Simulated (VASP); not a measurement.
The input files of a VASP run:

### KPOINTS
```
Automatic mesh
0
G
  10 10 10
```

**POSCAR**
```
LiCl
1
    0.0000000000     2.5700000000     2.5700000000
    2.5700000000     0.0000000000     2.5700000000
    2.5700000000     2.5700000000     0.0000000000
Li Cl
1 1
Direct
  0.0000000000   0.0000000000   0.0000000000
  0.5000000000   0.5000000000   0.5000000000
```

### INCAR
```
SYSTEM = LiCl
PREC = Accurate
ENCUT = 520
EDIFF = 1E-7
NELM = 100
ALGO = Normal
LREAL = .FALSE.
LASPH = .TRUE.
ISMEAR = -5
GGA = PE
LWAVE = .FALSE.
LCHARG = .TRUE.
LORBIT = 11
NEDOS = 601
ISIF = 2
```

POTCAR, in this order: Li_sv Cl (PBE.64 set). Program: vasp_std.

Problem. Translate this PBE calculation to Ansatz.

Solution. One equivalent input (not run):
Ansatz 0.2 input:
```yaml
crystal:
  lattice:
    - [0.0000000, 2.5700000, 2.5700000]
    - [2.5700000, 0.0000000, 2.5700000]
    - [2.5700000, 2.5700000, 0.0000000]
  atoms:
    - { symbol: Li, position: [0.0000000, 0.0000000, 0.0000000] }
    - { symbol: Cl, position: [0.5000000, 0.5000000, 0.5000000] }
kpoints:
  mp_grid: { grid: [10, 10, 10] }
hamiltonian:
  xc: pbe
  pseudopotentials: { kind: paw }
scf:
  occupations: { method: tetrahedron }
  max_iter: 100
output: { forces: true, stress: true, eigenvalues: true }
```
The two are equivalent in intent, not identical: each code has its own PAW files, so the cut-off isn't converted (ENCUT is set for VASP's; basis.ecutwfc is left out, and Ansatz then takes the one that its files recommend); Ansatz stops its SCF on the density residual and VASP on the energy change (EDIFF).

The compound is LiCl in the rock salt structure. The cell was not relaxed at this level.
